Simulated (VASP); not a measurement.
Method: vdW-DF-cx, VASP's PBE PAW potentials (set 64) (plane waves; VASP 6.6.1).

A VASP calculation is set up with these files.

### POSCAR
```
Cu
1
    0.0000000000     1.7906880397     1.7906880397
    1.7906880397     0.0000000000     1.7906880397
    1.7906880397     1.7906880397     0.0000000000
Cu
1
Direct
  0.0000000000   0.0000000000   0.0000000000
```

INCAR:
```
! general
SYSTEM    =  Cu
PREC      =  Accurate
ENCUT     =  520
LREAL     =  F
LASPH     =  T

! electronic loop
EDIFF     =  1E-6
NELM      =  100
ALGO      =  Normal
LMAXMIX   =  4

! smearing
ISMEAR    =  1
SIGMA     =  0.1

! functional
GGA       =  CX
LUSE_VDW  =  T
AGGAC     =  0.0

! ions
IBRION    =  2
NSW       =  60
ISIF      =  3
EDIFFG    =  -0.01

! output
LWAVE     =  F
LCHARG    =  F
```

KPOINTS:
```
Automatic mesh
0
G
  16 16 16
```

POTCAR, in this order: Cu (PBE.64 set). Program: vasp_std.

The resulting files:

### OUTCAR
```
 ion  position               nearest neighbor table
   1  0.000  0.000  0.000-
  LATTYP: Found a face centered cubic cell.
 ALAT       =     3.5813760794
 Subroutine PRICEL returns:
 Original cell was already a primitive cell.
 Subroutine GETGRP returns: Found 48 space group operations
The static configuration has the point symmetry O_h .
The dynamic configuration has the point symmetry O_h .
 Subroutine INISYM returns: Found 48 space group operations
 Subroutine IBZKPT returns following result:
 Found    145 irreducible k-points:

 Following reciprocal coordinates:
            Coordinates               Weight
  0.000000  0.000000  0.000000      1.000000
  0.062500  0.000000  0.000000      8.000000
  0.125000  0.000000  0.000000      8.000000
  0.187500  0.000000  0.000000      8.000000
  0.250000  0.000000  0.000000      8.000000
  0.312500  0.000000  0.000000      8.000000
  0.375000  0.000000  0.000000      8.000000
  0.437500  0.000000  0.000000      8.000000
  0.500000  0.000000  0.000000      4.000000
  0.062500  0.062500  0.000000      6.000000
  0.125000  0.062500  0.000000     24.000000
  0.187500  0.062500  0.000000     24.000000
  0.250000  0.062500  0.000000     24.000000
  0.312500  0.062500  0.000000     24.000000
  0.375000  0.062500  0.000000     24.000000
  0.437500  0.062500  0.000000     24.000000
  0.500000  0.062500  0.000000     24.000000
 -0.437500  0.062500  0.000000     24.000000
 -0.375000  0.062500  0.000000     24.000000
 -0.312500  0.062500  0.000000     24.000000
 -0.250000  0.062500  0.000000     24.000000
 -0.187500  0.062500  0.000000     24.000000
 -0.125000  0.062500  0.000000     24.000000
 -0.062500  0.062500  0.000000     12.000000
  0.125000  0.125000  0.000000      6.000000
...
```

**OSZICAR**
```
       N       E                     dE             d eps       ncg     rms          rms(c)
DAV:   1     0.385260952053E+02    0.38526E+02   -0.56818E+03  2674   0.206E+03
DAV:   2    -0.158133642468E+01   -0.40107E+02   -0.38250E+02  2644   0.200E+02
DAV:   3    -0.199394935764E+01   -0.41261E+00   -0.41191E+00  3018   0.285E+01
DAV:   4    -0.199697147614E+01   -0.30221E-02   -0.30219E-02  3215   0.224E+00
DAV:   5    -0.199700329891E+01   -0.31823E-04   -0.31823E-04  3048   0.184E-01    0.791E+00
DAV:   6    -0.141917515316E+01    0.57783E+00   -0.17411E+01  2737   0.983E+01    0.386E+00
DAV:   7    -0.105228568159E+01    0.36689E+00   -0.26358E+00  2772   0.380E+01    0.579E-01
DAV:   8    -0.104054293745E+01    0.11743E-01   -0.50033E-03  2836   0.130E+00    0.305E-01
DAV:   9    -0.103888204258E+01    0.16609E-02   -0.11015E-02  2943   0.226E+00    0.314E-02
DAV:  10    -0.103888457434E+01   -0.25318E-05   -0.52429E-05  3824   0.150E-01    0.770E-03
DAV:  11    -0.103888454155E+01    0.32790E-07   -0.11424E-06  2274   0.230E-02
   1 F= -.10388845E+01 E0= -.10388660E+01  d E =-.103888E+01
```

File OUTCAR:
```
------------------------ aborting loop because EDIFF is reached ----------------------------------------
  FORCE on cell =-STRESS in cart. coord.  units (eV):
  Direction    XX          YY          ZZ          XY          YZ          ZX
  --------------------------------------------------------------------------------------
  Total        0.0039482      0.0039482      0.0039482     -0.0000000      0.0000000     -0.0000000
  in kB        0.5508398      0.5508398      0.5508398     -0.0000000      0.0000000     -0.0000000
  external PRESSURE =       0.5508398 kB  Pullay stress =       0.0000000 kB
  volume of cell :       11.48
      direct lattice vectors                 reciprocal lattice vectors
     0.000000000  1.790688040  1.790688040    -0.279222282  0.279222282  0.279222282
     1.790688040  0.000000000  1.790688040     0.279222282 -0.279222282  0.279222282
     1.790688040  1.790688040  0.000000000     0.279222282  0.279222282 -0.279222282
 POSITION                                       TOTAL-FORCE (eV/Angst)
 -----------------------------------------------------------------------------------
      0.00000      0.00000      0.00000         0.000000      0.000000      0.000000
 -----------------------------------------------------------------------------------
    total drift:                               -0.000000     -0.000000     -0.000000
  FREE ENERGIE OF THE ION-ELECTRON SYSTEM (eV)
  ---------------------------------------------------
  free  energy   TOTEN  =        -1.0388845415 eV

  energy  without entropy=       -1.0388290440  energy(sigma->0) =       -1.03886604

 reached required accuracy - stopping structural energy minimisation
```
(Selected blocks of OUTCAR.)

The compound is Cu in the fcc structure. It was relaxed first. The start is the result of an earlier pass.
